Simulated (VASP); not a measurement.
OSZICAR of a VASP run on BIr (atoms displaced from the space group 221 structure):

### OSZICAR
```
       N       E                     dE             d eps       ncg     rms          rms(c)
DAV:   1     0.488915939767E+02    0.48892E+02   -0.51275E+03  2400   0.931E+02
DAV:   2    -0.169079882784E+02   -0.65800E+02   -0.60438E+02  2268   0.229E+02
DAV:   3    -0.190007466747E+02   -0.20928E+01   -0.20402E+01  2688   0.452E+01
DAV:   4    -0.190283533227E+02   -0.27607E-01   -0.27496E-01  2526   0.479E+00
DAV:   5    -0.190287330680E+02   -0.37975E-03   -0.37971E-03  2610   0.582E-01    0.239E+01
DAV:   6    -0.177514948753E+02    0.12772E+01   -0.95615E+00  2752   0.332E+01    0.656E+00
DAV:   7    -0.176269445388E+02    0.12455E+00   -0.55141E-01  2848   0.907E+00    0.493E+00
DAV:   8    -0.175940830309E+02    0.32862E-01   -0.24647E-02  2382   0.142E+00    0.532E-01
DAV:   9    -0.175931649703E+02    0.91806E-03   -0.29322E-03  3146   0.562E-01    0.104E-01
DAV:  10    -0.175931324998E+02    0.32471E-04   -0.13437E-04  2346   0.124E-01    0.145E-02
DAV:  11    -0.175931323959E+02    0.10389E-06   -0.80311E-06  2540   0.274E-02
   1 F= -.17593132E+02 E0= -.17585338E+02  d E =-.155894E-01
```

**Question.** Which electronic solver shows in the log?

**Answer.** It is blocked Davidson (ALGO = Normal, or the opening steps of other solvers). The INCAR had ALGO = Normal.

**Question.** Can the final energy be trusted as converged?

**Answer.** The calculation finished and met its thresholds. It stopped with EDIFF = 1E-6, NELM = 100 (LDA (Ceperley-Alder, Perdew-Zunger), plane waves, VASP's LDA PAW potentials (set 64)).

The structure was generated: BIr was put into an ordered model structure, which need not be its known phase. The cell was not relaxed at this level, atoms are displaced from their ideal sites. The k-mesh is coarse (spacing up to 0.39 per Å, 2π included), so the numbers may not be converged in it. The run is one of a series of settings (GGA removed, POTCAR Ir B (LDA.64 set) against the base run), some of them coarse on purpose.
